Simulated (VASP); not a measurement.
# CdGe3 (P4/mmm) in VASP: single point with PBE

Aim: the single point of CdGe3 with PBE.

All numbers are computed with VASP 6.6.1; they aren't measurements. Logs are shortened: lines on timing, memory, paths and dates and some standing lists are left out, and cuts for length are marked.

## (1) Starting point

Symmetry: P4/mmm, No. 123, tetragonal system. Conventional cell: a = 4.036 Å, b = 4.036 Å, c = 4.058 Å, α = 90.00°, β = 90.00°, γ = 90.00°. Ge (site symmetry mmm) has 8 Ge at 2.85 to 2.86 Å and 4 Cd at 2.86 Å as nearest neighbours. Around Ge (site symmetry 4/mmm) lie 4 Cd at 2.85 Å and 8 Ge at 2.86 Å. Cd (site symmetry 4/mmm) has 12 Ge at 2.85 to 2.86 Å as nearest neighbours.

The cell was built by a generator and needn't be a form met in nature.

## (2) Single point, PBE

INCAR reads:

```
PREC     = Accurate       # precision mode
ENCUT    = 520            # plane-wave cutoff, eV
EDIFF    = 1E-6           # SCF threshold, eV
ISMEAR   = -1             # smearing method
SIGMA    = 0.1            # smearing width, eV
LREAL    = False          # projectors in reciprocal space
LASPH    = True           # aspherical terms in the spheres
NELM     = 80             # most SCF steps
ALGO     = Fast           # electronic algorithm
ISIF     = 2              # what is computed and relaxed
LWAVE    = False          # write WAVECAR
LCHARG   = False          # write CHGCAR
GGA      = PE             # functional
NBANDS   = 35             # bands
```

KPOINTS reads:

```
regular mesh
0
Gamma
  8 8 8
```

POSCAR reads:

```
CdGe3
1.0
    4.0359690000      0.0000000000      0.0000000000
    0.0000000000      4.0359690000      0.0000000000
    0.0000000000      0.0000000000      4.0575670000
Ge Cd
3 1
Direct
    0.0000000000      0.5000000000      0.5000000000
    0.5000000000      0.0000000000      0.5000000000
    0.5000000000      0.5000000000      0.0000000000
    0.0000000000      0.0000000000      0.0000000000
```

Potentials or basis: VASP PAW PBE potentials, release 64 (Ge_d, Cd).

The run is started by

```
$ cat potpaw_PBE.64/Ge_d/POTCAR potpaw_PBE.64/Cd/POTCAR > POTCAR
$ mpirun -np 1 vasp_std > vasp.out
```

OUTCAR:

```text
PREC = Accurate
   ENCUT = 520
   EDIFF = 1E-6
   ISMEAR = -1
   LREAL = False
   LASPH = True
   NELM = 80
   ISIF = 2
   GGA = PE

 ion  position               nearest neighbor table
   1  0.000  0.500  0.500-   2 2.85   2 2.85   2 2.85   2 2.85   4 2.86   3 2.86   4 2.86   4 2.86
                             4 2.86   3 2.86   3 2.86   3 2.86
   2  0.500  0.000  0.500-   1 2.85   1 2.85   1 2.85   1 2.85   4 2.86   3 2.86   3 2.86   3 2.86
                             4 2.86   4 2.86   4 2.86   3 2.86
   3  0.500  0.500  0.000-   4 2.85   4 2.85   4 2.85   4 2.85   2 2.86   2 2.86   2 2.86   2 2.86
                             1 2.86   1 2.86   1 2.86   1 2.86
   4  0.000  0.000  0.000-   3 2.85   3 2.85   3 2.85   3 2.85   2 2.86   1 2.86   2 2.86   1 2.86
                             2 2.86   1 2.86   2 2.86   1 2.86

  LATTYP: Found a simple tetragonal cell.
 ALAT       =     4.0359690000
 C/A-ratio  =     1.0053513791

  Lattice vectors:

 A1 = (   4.0359690000,   0.0000000000,   0.0000000000)
 A2 = (   0.0000000000,   4.0359690000,   0.0000000000)
 A3 = (   0.0000000000,   0.0000000000,   4.0575670000)

Analysis of symmetry for initial positions (statically):
=====================================================================
 Subroutine PRICEL returns:
 Original cell was already a primitive cell.

 Routine SETGRP: Setting up the symmetry group for a
 simple tetragonal supercell.

 Subroutine GETGRP returns: Found 16 space group operations
 (whereof 16 operations were pure point group operations)
 out of a pool of 16 trial point group operations.

The static configuration has the point symmetry D_4h.

Analysis of symmetry for dynamics (positions and initial velocities):
=====================================================================
 Subroutine PRICEL returns:
 Original cell was already a primitive cell.

 Routine SETGRP: Setting up the symmetry group for a
 simple tetragonal supercell.

 Subroutine GETGRP returns: Found 16 space group operations
 (whereof 16 operations were pure point group operations)
 out of a pool of 16 trial point group operations.

The dynamic configuration has the point symmetry D_4h.

 Subroutine INISYM returns: Found 16 space group operations
 (whereof 16 operations are pure point group operations),
 and found     1 'primitive' translations

----------------------------------------------------------------------------------------

                                     Primitive cell

  volume of cell :      66.0939

  direct lattice vectors                    reciprocal lattice vectors
     4.035969000  0.000000000  0.000000000     0.247771972  0.000000000  0.000000000
     0.000000000  4.035969000  0.000000000     0.000000000  0.247771972  0.000000000
     0.000000000  0.000000000  4.057567000     0.000000000  0.000000000  0.246453108

  length of vectors
     4.035969000  4.035969000  4.057567000     0.247771972  0.247771972  0.246453108

  position of ions in fractional coordinates (direct lattice)
     0.000000000  0.500000000  0.500000000
     0.500000000  0.000000000  0.500000000
     0.500000000  0.500000000  0.000000000
     0.000000000  0.000000000  0.000000000

  ion indices of the primitive-cell ions
   primitive index   ion index
                 1           1
                 2           2
                 3           3
                 4           4

----------------------------------------------------------------------------------------

 KPOINTS: regular mesh

Automatic generation of k-mesh.
 Grid dimensions read from file:
 generate k-points for:    8    8    8

 Generating k-lattice:

  Cartesian coordinates                     Fractional coordinates (reciprocal lattice)
     0.030971497  0.000000000  0.000000000     0.125000000  0.000000000  0.000000000
     0.000000000  0.030971497  0.000000000     0.000000000  0.125000000  0.000000000
     0.000000000  0.000000000  0.030806639     0.000000000  0.000000000  0.125000000

  Length of vectors
     0.030971497  0.030971497  0.030806639

  Shift w.r.t. Gamma in fractional coordinates (k-lattice)
     0.000000000  0.000000000  0.000000000

 Subroutine IBZKPT returns following result:
 ===========================================

 Found     75 irreducible k-points:

 Following reciprocal coordinates:
            Coordinates               Weight
  0.000000  0.000000  0.000000      1.000000
  0.125000  0.000000  0.000000      4.000000
  0.250000  0.000000  0.000000      4.000000
  0.375000  0.000000  0.000000      4.000000
  0.500000  0.000000  0.000000      2.000000
  0.125000  0.125000  0.000000      4.000000
[... 16 lines left out ...]
  0.375000  0.125000  0.125000     16.000000
  0.500000  0.125000  0.125000      8.000000
 [... further k-points ...]
   k-points           NKPTS =     75   k-points in BZ     NKDIM =     75   number of bands    NBANDS=     35
   number of dos      NEDOS =    301   number of ions     NIONS =      4
   total plane-waves  NPLWV =  27000
   dimension x,y,z NGX =    30 NGY =   30 NGZ =   30
   dimension x,y,z NGXF=    60 NGYF=   60 NGZF=   60
   ions per type =               3   1
   NGX,Y,Z   is equivalent  to a cutoff of  12.36, 12.36, 12.29 a.u.
   NGXF,Y,Z  is equivalent  to a cutoff of  24.71, 24.71, 24.58 a.u.
 SYSTEM =  unknown system
   PREC   = accura    normal or accurate (medium, high low for compatibility)
   ISTART =      0    job   : 0-new  1-cont  2-samecut
   ICHARG =      2    charge: 1-file 2-atom 10-const
   ISPIN  =      1    spin polarized calculation?
   LNONCOLLINEAR =      F non collinear calculations
   LSORBIT =      F    spin-orbit coupling
   LASPH  =      T    aspherical Exc in radial PAW
   ENCUT  =  520.0 eV  38.22 Ry    6.18 a.u.   7.50  7.50  7.54*2*pi/ulx,y,z
   NELM   =     80;   NELMIN=  2; NELMDL= -5     # of ELM steps
   EDIFF  = 0.1E-05   stopping-criterion for ELM
   LREAL  =      F    real-space projection
   EDIFFG = 0.1E-04   stopping-criterion for IOM
   NSW    =      0    number of steps for IOM
   IBRION =     -1    ionic relax: 0-MD 1-quasi-New 2-CG
   NFREE  =      0    steps in history (QN), initial steepest desc. (CG)
   ISIF   =      2    stress and relaxation
   ISYM   =      2    0-nonsym 1-usesym 2-fastsym
   POTIM  = 0.5000    time-step for ionic-motion
   TEBEG  =    0.0;   TEEND  =   0.0 temperature during run
   PSTRESS=    0.0 pullay stress
   NELECT =      54.0000    total number of electrons
   NUPDOWN=      -1.0000    fix difference up-down
   EMIN   =  10.00;   EMAX   =-10.00  energy-range for DOS
   EFERMI =   0.00;   METHOD = LEGACY
   ISMEAR =    -1;   SIGMA  =   0.10  broadening in eV -4-tet -1-fermi 0-gaus
   EFERMI_NEDOS =   21; number of points for ismear=-14 and -15
   IALGO  =     68    algorithm
   IMIX   =      4    mixing-type and parameters
     AMIX     =   0.40;   BMIX     =  1.00
     AMIX_MAG =   1.60;   BMIX_MAG =  1.00
  volume/ion in A,a.u.               =      16.52       111.51
  Fermi-wavevector in a.u.,A,eV,Ry     =   1.530449  2.892130 31.868590  2.342275
  Thomas-Fermi vector in A             =   2.637931
   LORBIT       =      0    0 simple, 1 ext, 2 COOP (PROOUT), +10 PAW based schemes
   GGA     = PE    functional components
   LHFCALC =     F    Hartree Fock is set to
   AEXX    =    0.0000 exact exchange contribution
   IVDW    =     0    specifies the selected vdW correction
   LEPSILON=     F    determine dielectric tensor
   LRPA    =     F    only Hartree local field effects (RPA)
 non-spin polarized calculation
 RMM-DIIS sequential band-by-band and
  energy-cutoff  :      520.00
  volume of cell :       66.09
 maximum number of plane-waves:      1804
   NGX = 15   NGY = 15   NGZ = 15

 number of electron      53.9999881 magnetization

 Free energy of the ion-electron system (eV)
  ---------------------------------------------------
  ext. energy  EPLUGINS =         0.00000000
  ---------------------------------------------------
  free energy    TOTEN  =       -12.18942865 eV

  energy without entropy =      -12.12747685  energy(sigma->0) =      -12.15845275

 E-fermi :   7.6967     XC(G=0): -12.1103

 val. band max:        7.6907967135   @ k =   0.3750   0.1250   0.2500
 cond. band min:       7.7271346092   @ k =   0.5000   0.3750   0.0000
 fundamental gap:      0.0363378957
 Fermi energy:         7.6967330962

 k-point     1 :       0.0000    0.0000    0.0000
  band No.  band energies     occupation
      1     -17.3614      2.00000
      2     -17.3589      2.00000
      3     -17.3589      2.00000
      4     -17.3440      2.00000
      5     -17.2988      2.00000
      6     -17.2946      2.00000
[... 27 lines left out ...]
     34      15.6249      0.00000
     35      15.6717      0.00000

 k-point     2 :       0.1250    0.0000    0.0000
  band No.  band energies     occupation
      1     -17.3573      2.00000
      2     -17.3538      2.00000
      3     -17.3514      2.00000
      4     -17.3387      2.00000
      5     -17.2958      2.00000
      6     -17.2920      2.00000
[... 27 lines left out ...]
     34      15.6916      0.00000
     35      16.0971      0.00000

 k-point     3 :       0.2500    0.0000    0.0000
  band No.  band energies     occupation
      1     -17.3535      2.00000
      2     -17.3320      2.00000
      3     -17.3303      2.00000
      4     -17.3242      2.00000
      5     -17.2922      2.00000
      6     -17.2800      2.00000
[... 27 lines left out ...]
     34      15.8910      0.00000
     35      16.3145      0.00000
[... 723 lines left out ...]
 k-point    23 :       0.3750    0.1250    0.1250
  band No.  band energies     occupation
      1     -17.3379      2.00000
      2     -17.3107      2.00000
      3     -17.3020      2.00000
      4     -17.2895      2.00000
      5     -17.2813      2.00000
      6     -17.2629      2.00000
[... 27 lines left out ...]
     34      13.4067      0.00000
     35      16.5924      0.00000

 k-point    24 :       0.5000    0.1250    0.1250
  band No.  band energies     occupation
      1     -17.3357      2.00000
      2     -17.2985      2.00000
      3     -17.2833      2.00000
      4     -17.2805      2.00000
      5     -17.2761      2.00000
      6     -17.2598      2.00000
[... 27 lines left out ...]
     34      15.3081      0.00000
     35      15.6270      0.00000

 [... further k-points ...]

------------------------ aborting loop because EDIFF is reached ----------------------------------------

  FORCE on cell =-STRESS in cart. coord.  units (eV):
  Direction    XX          YY          ZZ          XY          YZ          ZX
  --------------------------------------------------------------------------------------
  -------------------------------------------------------------------------------------
  Total        9.2649118      9.2649118      9.4295269      0.0000000      0.0000000      0.0000000
  in kB      224.5900583    224.5900583    228.5804807      0.0000000      0.0000000      0.0000000
  external PRESSURE =     225.9201991 kB  Pullay stress =       0.0000000 kB

 VOLUME and BASIS-vectors are now :
 -----------------------------------------------------------------------------
  energy-cutoff  :      520.00
  volume of cell :       66.09
      direct lattice vectors                 reciprocal lattice vectors
     4.035969000  0.000000000  0.000000000     0.247771972  0.000000000  0.000000000
     0.000000000  4.035969000  0.000000000     0.000000000  0.247771972  0.000000000
     0.000000000  0.000000000  4.057567000     0.000000000  0.000000000  0.246453108

 POSITION                                       TOTAL-FORCE (eV/Angst)
 -----------------------------------------------------------------------------------
      0.00000      2.01798      2.02878         0.000000      0.000000      0.000000
      2.01798      0.00000      2.02878         0.000000      0.000000      0.000000
      2.01798      2.01798      0.00000         0.000000      0.000000      0.000000
      0.00000      0.00000      0.00000         0.000000      0.000000      0.000000
 -----------------------------------------------------------------------------------
    total drift:                                0.000000      0.000000     -0.000000

  FREE ENERGIE OF THE ION-ELECTRON SYSTEM (eV)
  ---------------------------------------------------
  free  energy   TOTEN  =       -12.1894286486 eV

  energy  without entropy=      -12.1274768548  energy(sigma->0) =      -12.15845275
```

Run time: 1.9 min. Hardware: 1 thread of Intel Xeon Platinum 8488C (Sapphire Rapids), shared host; peak memory 0.26 GiB.

What came out:

- Free energy: -12.1894 eV
- Pressure: 22.6 GPa
- Band gap on the k mesh: none (metal or under the smearing width)

Stress tensor (GPa, compression positive):
```
22.46  0.00  0.00
 0.00 22.46  0.00
 0.00  0.00 22.86
```

Caveat: so large a pressure means that the cell lies far from this level's equilibrium, or that cutoff or potentials fall short.
